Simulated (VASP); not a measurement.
Calculation: PBEsol GGA, VASP's PBE PAW potentials (set 64) (plane waves; VASP 6.6.1).

A VASP calculation is set up with these files.

**INCAR**
```
SYSTEM = BAs
PREC = Accurate
ENCUT = 520
EDIFF = 1E-7
NELM = 100
ALGO = Normal
LREAL = .FALSE.
LASPH = .TRUE.
ISMEAR = 0
SIGMA = 0.05
GGA = PS
LMAXMIX = 4
LWAVE = .FALSE.
LCHARG = .FALSE.
LORBIT = 11
ICHARG = 11
```

File POSCAR:
```
BAs
3.3783020
  0.0000000000   0.7071068452   0.7071068452
  0.7071068452   0.0000000000   0.7071068452
  0.7071068452   0.7071068452   0.0000000000
B As
1 1
Cartesian
  0.3535534226   0.3535534226   0.3535534226
  0.0000000000   0.0000000000   0.0000000000
```

### KPOINTS
```
k-points along high-symmetry lines
15
Line-mode
Reciprocal
  0.000000   0.000000   0.000000 ! GAMMA
 -0.500000  -0.500000   0.000000 ! X

 -0.500000  -0.500000   0.000000 ! X
 -0.375000  -0.375000   0.250000 ! U

 -0.375000   0.000000   0.375000 ! K
  0.000000   0.000000   0.000000 ! GAMMA

  0.000000   0.000000   0.000000 ! GAMMA
  0.000000   0.000000   0.500000 ! L

  0.000000   0.000000   0.500000 ! L
 -0.500000  -0.250000   0.250000 ! W

 -0.500000  -0.250000   0.250000 ! W
 -0.500000  -0.500000   0.000000 ! X
```

POTCAR, in this order: B As (PBE.64 set). Program: vasp_std. Read from the step before: CHGCAR.

Output of the run:

File OSZICAR:
```
       N       E                     dE             d eps       ncg     rms          rms(c)
DAV:   1     0.111403208855E+02    0.11140E+02   -0.38956E+03  1440   0.861E+02
DAV:   2    -0.983090940544E+01   -0.20971E+02   -0.19581E+02  2224   0.996E+01
DAV:   3    -0.101261759280E+02   -0.29527E+00   -0.29527E+00  1680   0.141E+01
DAV:   4    -0.101265607036E+02   -0.38478E-03   -0.38478E-03  2152   0.539E-01
DAV:   5    -0.101265611207E+02   -0.41709E-06   -0.41751E-06  1680   0.109E-02
DAV:   6    -0.101265611221E+02   -0.14135E-08   -0.13502E-08  2136   0.448E-04
   1 F= -.10126561E+02 E0= -.10126561E+02  d E =-.526641E-11
```

OUTCAR:
```
 val. band max:        6.0393994783   @ k =   0.0000   0.0000   0.0000

 cond. band min:       7.1175702515   @ k =  -0.3929  -0.3929   0.0000



 k-point     1 :       0.0000    0.0000    0.0000
  band No.  band energies     occupation
      1      -9.3939      2.00000
      2       6.0394      2.00000
      3       6.0394      2.00000
      4       6.0394      2.00000
      5       9.2788      0.00000
      6       9.2788      0.00000
      7       9.2788      0.00000
      8      10.7161      0.00000

 k-point     2 :      -0.0357   -0.0357    0.0000
  band No.  band energies     occupation
      1      -9.3659      2.00000
      2       5.8925      2.00000
      3       5.9004      2.00000
      4       5.9004      2.00000
      5       9.1891      0.00000
      6       9.4483      0.00000
      7       9.4483      0.00000
      8      10.8592      0.00000

 k-point     3 :      -0.0714   -0.0714    0.0000
  band No.  band energies     occupation
      1      -9.2817      2.00000
      2       5.4923      2.00000
      3       5.5513      2.00000
      4       5.5513      2.00000
      5       8.9742      0.00000
      6       9.8879      0.00000
      7       9.8879      0.00000
      8      11.1906      0.00000

 k-point     4 :      -0.1071   -0.1071    0.0000
  band No.  band energies     occupation
      1      -9.1420      2.00000
      2       4.9196      2.00000
      3       5.1031      2.00000
      4       5.1031      2.00000
      5       8.7028      0.00000
      6      10.4855      0.00000
      7      10.4855      0.00000
      8      11.5341      0.00000

 k-point     5 :      -0.1429   -0.1429    0.0000
  band No.  band energies     occupation
      1      -8.9472      2.00000
      2       4.2428      2.00000
      3       4.6268      2.00000
      4       4.6268      2.00000
      5       8.4112      0.00000
      6      11.1678      0.00000
      7      11.1678      0.00000
      8      11.7029      0.00000
...
```

The density is held fixed in this step, so its total energy and stress have no physical meaning.

The structure comes from a computed database's BAs entry (F-43m); how it stands against other phases isn't given here. It was relaxed first.
